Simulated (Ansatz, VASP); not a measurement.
# Cross-check of SiGe between VASP and Ansatz, part 2 of 2

One calculation is typed for both programs; each brings its own data sets. How far apart do they land? The cell is generated by rule, not measured, and may not be a known phase. The cell is taken from a series of runs on this material, whose earlier steps may have relaxed, scaled, displaced or heated it; both programs get it as it stands.

VASP 6.6.1 and Ansatz 0.2.0.

So far: Set-up; VASP: zone-centre phonons, PBEsol.

The structure was built from a prototype and need not be the compound's stable phase.

### 3. Ansatz: zone-centre phonons, PBEsol

Level of this step: Ansatz beside VASP: Kohn-Sham DFT, plane waves, PBEsol (Ansatz).

Ansatz runs on its default PAW (the set named soft_2) files.

The same cell, functional, mesh and smearing now go to Ansatz, which takes its cutoff from its data sets.

Input file input.yaml:

```yaml
crystal:
  lattice:
    - [3.5609407289, 3.0216e-06, 0.0]
    - [-1.7804729812, 3.0838636218, 0.0]
    - [0.0, 0.0, 6.4074540934]
  atoms:
    - { symbol: Ge, position: [0.0, 0.0, 0.0] }
    - { symbol: Ge, position: [0.0, 0.0, 0.5] }
    - { symbol: Si, position: [0.3333333333, 0.6666666667, 0.25] }
    - { symbol: Si, position: [0.6666666667, 0.3333333333, 0.75] }
kpoints:
  mp_grid: { grid: [12, 12, 6] }
hamiltonian:
  xc: pbesol
scf:
  occupations: { method: methfessel_paxton, width: 0.15 }
output:
  eigenvalues: true
phonons:
  method: dfpt
```

Run with:

```bash
$ ansatz run input.yaml --threads 4 --pin off --max-ram 7168MiB --backend cpu --events-out ev --progress --plain --runs-dir out
```

Numbers of over 12 decimals in the logs are rounded to 6 here.

The program printed:

```text
Engine: ansatz 0.2.0, aarch64-unknown-linux-gnu
Pseudopotentials: kind: paw
Pseudopotential: Ge, paw, valence charge 14, recommended cutoff 420 eV (normal), Ge.paw.azcp
Pseudopotential: Si, paw, valence charge 4, recommended cutoff 420 eV (normal), Si.paw.azcp
Functional definition: PBEsol
  exchange = pbesol_x
  correlation = pbesol_c
Crystal: 4 atoms, lattice volume = 70.363 Å³
Basis set: ecut = 420 eV, 1335 PW (Γ), exchange–correlation on 48×48×96 points (8 copies of the dense FFT grid, shifted against one another)
Bands: 22, of which v1, the nominal top of the filled ones, is band 18 counted from 1 (17 counted from 0)
Symmetry: 24 space group operations
k-points: 242 of 864 (irreducible under 2 space group operations, time reversal used)
Non-local potential: Ge, projectors of the file, l = 0: 2, l = 1: 2, l = 2: 3, l = 3: 1
Non-local potential: Si, projectors of the file, l = 0: 2, l = 1: 2, l = 2: 2
PAW form: soft (Blöchl's): semilocal exchange-correlation on the pseudo side does not see the compensation charge
PAW frozen core: Ge, regenerated for the run's functional, and the local potential with it (the file was generated under x = pbe(κ = 0.804, μ = 0.219515), c = pbe(β = 0.066725))
PAW frozen core: Si, regenerated for the run's functional, and the local potential with it (the file was generated under x = pbe(κ = 0.804, μ = 0.219515), c = pbe(β = 0.066725))
PAW one-centre angular grid: Ge, 590 points (default); XC on 64 Gauss nodes
PAW one-centre angular grid: Si, 110 points (default); XC on 64 Gauss nodes
Initial density: superposition of atomic densities (neutral atoms: chi_scale 0, normalization atom), corrected by the library's trained network
Initial wavefunctions: pseudopotential atomic-orbital guess
Functional: x = pbesol(κ = 0.804, μ = 0.123457), c = pbesol(β = 0.046)
SCF iter   1: F=—  HF=-9748.707450 eV  |F-HF|=—  |Δ(HF+E_count)|=         —  Δρ=4.08e-3  dr2=1.54e-2  ethr=1.77e-3  ⟨swp⟩=5.2  Hψ=24007  notcnv=0
preconditioner: auto → Kerker (q_TF=auto, 2.440 Å⁻¹)  [metal: Δε(μ)=0.012 eV  Ē_g=18.360 eV  σ=0.150 eV  W_gap=0.07  n_scr=22 (ndim 8)  ℏωp=26.6 eV  f_vac=0.000  D(μ)=1.96/eV (n_scr^D=10)]
SCF iter   2: F=—  HF=-9748.703238 eV  |F-HF|=—  |Δ(HF+E_count)|=   4.21e-3  S|Δr|=    0.00e0  Δρ=2.33e-3  dr2=5.58e-3  ethr=4.27e-5  ⟨swp⟩=1.4  Hψ=8912  notcnv=0
SCF iter   3: F=—  HF=-9748.701886 eV  |F-HF|=—  |Δ(HF+E_count)|=   1.35e-3  S|Δr|=    0.00e0  Δρ=3.94e-4  dr2=1.09e-4  ethr=1.55e-5  ⟨swp⟩=2.0  Hψ=7169  notcnv=0
SCF iter   4: F=—  HF=-9748.701768 eV  |F-HF|=—  |Δ(HF+E_count)|=   1.18e-4  S|Δr|=    0.00e0  Δρ=2.06e-4  dr2=2.28e-5  ethr=3.02e-7  ⟨swp⟩=2.0  Hψ=9434  notcnv=0
SCF iter   5: F=—  HF=-9748.701765 eV  |F-HF|=—  |Δ(HF+E_count)|=   3.11e-6  S|Δr|=    0.00e0  Δρ=5.45e-5  dr2=2.19e-6  ethr=6.34e-8  ⟨swp⟩=2.7  Hψ=9151  notcnv=0
SCF iter   6: F=—  HF=-9748.701763 eV  |F-HF|=—  |Δ(HF+E_count)|=   1.25e-6  S|Δr|=    0.00e0  Δρ=1.04e-5  dr2=1.09e-7  ethr=6.07e-9  ⟨swp⟩=2.0  Hψ=9510  notcnv=0
SCF iter   7: F=—  HF=-9748.701763 eV  |F-HF|=—  |Δ(HF+E_count)|=   1.44e-8  S|Δr|=    0.00e0  Δρ=1.72e-6  dr2=2.34e-9  ethr=3.04e-10  ⟨swp⟩=2.0  Hψ=9623  notcnv=0
SCF iter   8: F=—  HF=-9748.701763 eV  |F-HF|=—  |Δ(HF+E_count)|=  8.19e-10  S|Δr|=    0.00e0  Δρ=6.63e-7  dr2=2.68e-10  ethr=6.49e-12  ⟨swp⟩=2.2  Hψ=9224  notcnv=0
SCF iter   9: F=-9748.701763 eV  HF=-9748.701763 eV  |F-HF|=0.00e0  |Δ(HF+E_count)|=  6.18e-11  S|Δr|=    0.00e0  Δρ=1.15e-7  dr2=6.41e-12  ethr=1.00e-12  ⟨swp⟩=5.2  Hψ=25660  notcnv=0
SCF 1 converged in 9 iterations: F = -9748.701763 eV  dr2 = 6.41e-12
  greatest PAW one-centre occupation: 0.998 electrons in one spin orbital (limit 2), on the Ge atom at site 0 (counted from 0), in its partial waves of l = 2
DFPT response loops at Γ: preconditioner auto → Kerker (q_TF=auto, 2.440 Å⁻¹) (partly filled bands, converged f_vac=0.000); β = 1.00, the filter's whole step (`scf.mixing.beta` (0.50) is not read by the response loops under this deck's `scf.mixing.preconditioner`; to damp them name `kerker` or `kerker_dos`, under which they read `scf.mixing.beta`, and type it under 1.00, their step now; both keys bind the ground state too); Broyden in place of MSR1
SCF converged after 9 iterations
Stability not checked: this state was not tested for a lower state beside it, because cold or Methfessel-Paxton smearing, or corrected tetrahedra, fill the levels in a way that the test cannot read (fill_not_monotonic; see scf.lower_state_search)
Free energy (F): -9748.701763 eV
Harris-Foulkes:  -9748.701763 eV  (|F-HF|=0.00e0)
Internal energy: -9748.699654 eV  (E = F + TS)
E sigma→0 (E₀):  -9748.701236 eV
Entropy (-TS):   -0.002110 eV (-0.527 meV/atom)
Fermi energy:    9.796536 eV
--- Per-component energies (eV) ---
  E_band       = -222.135284
  E_kinetic    = 302.605983
  E_local      = -4879.853946  (includes V_loc(G=0)·N_el)
  E_nonlocal   = 889.343168
  E_hartree    = 2157.717800
  E_xc         = -260.613658
  E_vxc        = -224.675067  (∫ρ·V_xc dr)
  E_paw        = -4952.118110  (= ΣΔE_a)
  E_vpaw       = -624.991842  (= ΣTr[D̂ρ^β])
  E_aug_tail   = 0.000727  (compensation charges beyond the density's cutoff)
  E_ewald      = -3007.680610
  E_core_change = 1.898994  (= ΣΔE_core)
  E_smearing   = -0.002110  (= −TS)
  E_closure    = 0.000000  (closes the sum)
  Σ components = -9748.701763   (vs F -9748.701763, Δ=0.00e0)
--- Band table (eV; the first three rows and the last of 242) ---
  k-point 0: bands = [... 14 lower, 10.0287, 10.0287, 10.6176, 11.7177, 11.7177, 13.1387, 13.1387, 13.9614]
  k-point 1: bands = [... 14 lower, 10.1139, 10.1139, 11.5531, 11.5741, 11.5741, 13.1429, 13.1429, 13.8145]
  k-point 2: bands = [... 14 lower, 10.3620, 10.3620, 11.1953, 11.1953, 12.3952, 13.2800, 13.2800, 13.4390]
  k-point 241: bands = [... 14 lower, 5.4854, 5.4854, 7.5265, 7.5265, 10.8133, 10.8133, 12.2291, 12.2291]
--- Phonons (Γ-DFPT): 4 representative perturbations + reference, on 242 of 864 k-points (Σ response iterations 12) ---
  k mesh reduced under 2 symmetry operations, with k and −k counted as one. Each operation leaves every solved perturbation unchanged. A smaller set is not used because it would not reduce the number of displacements times k-points to solve
  ASR residual: 4.654e-5 → 0.000e0 eV/Å²; symmetrization residual: 6.885e-5 eV/Å²
  ASR residual per site (eV/Å²): 4.65e-5 4.65e-5 1.83e-5 1.83e-5
  Γ frequencies (cm⁻¹): 0.00 0.00 0.00 79.78 79.78 140.31 191.69 196.34 196.34 211.60 211.60 228.78
  non-analytic LO–TO correction: not included (Born effective charges unavailable; polar crystals: no LO–TO splitting at Γ)
```

The column dr2 measures how far the density is from self-consistency, as an energy; F and HF (Harris–Foulkes) agree once it is small.

### 4. Comparison

Known differences besides the potentials themselves: the cutoff is 420 eV in Ansatz and 500 eV in VASP; Ansatz makes its cores anew for this functional, VASP keeps those of its PBE data sets. Total energies have different zeros and are not compared.

Compared:

```tsv
quantity	Ansatz	VASP	difference
optical mode 1 to 2 (cm⁻¹)	79.8	81.4	-2.02 %
optical mode 3 (cm⁻¹)	140.3	140.8	-0.37 %
optical mode 4 (cm⁻¹)	191.7	191.3	+0.20 %
optical mode 5 to 6 (cm⁻¹)	196.3	196.0	+0.19 %
optical mode 7 to 8 (cm⁻¹)	211.6	212.9	-0.62 %
optical mode 9 (cm⁻¹)	228.8	230.4	-0.71 %
```

Modes are paired by rising frequency, not by their patterns, so a pair may set unlike modes beside each other; they are those without the splitting of longitudinal modes.

### 5. Summary of results

| Item | Value |
| --- | --- |
| r.m.s. difference of the optical zone-centre modes, each program's sorted by frequency (zone-centre phonons, PBEsol) | 1.2 cm⁻¹ |
| difference in optical mode 1 to 2 (zone-centre phonons, PBEsol) | -2.0 % |

**Reading.** The r.m.s. difference of the optical zone-centre modes, each program's sorted by frequency is 1.2 cm⁻¹ (zone-centre phonons, PBEsol). Among the rows given in per cent, the largest difference of the zone-centre phonons, PBEsol pair is in optical mode 1 to 2, -2.0 %. Such differences can come from data sets, numerical settings and the points named under the comparisons, not from the functional's error against experiment.

[Lines on the potential files, build, host, timing and source positions are cut from VASP's logs without a mark.]

[Logs are printed without paths, hosts, clocks, repeated set-up lines and the standing remarks that a program may print on its own settings, such as how far it seeks lower states.]

[Hosts, paths, dates, database ids (printed as entryN), source tags and the programs' standing remarks are cut or masked in the printed files.]
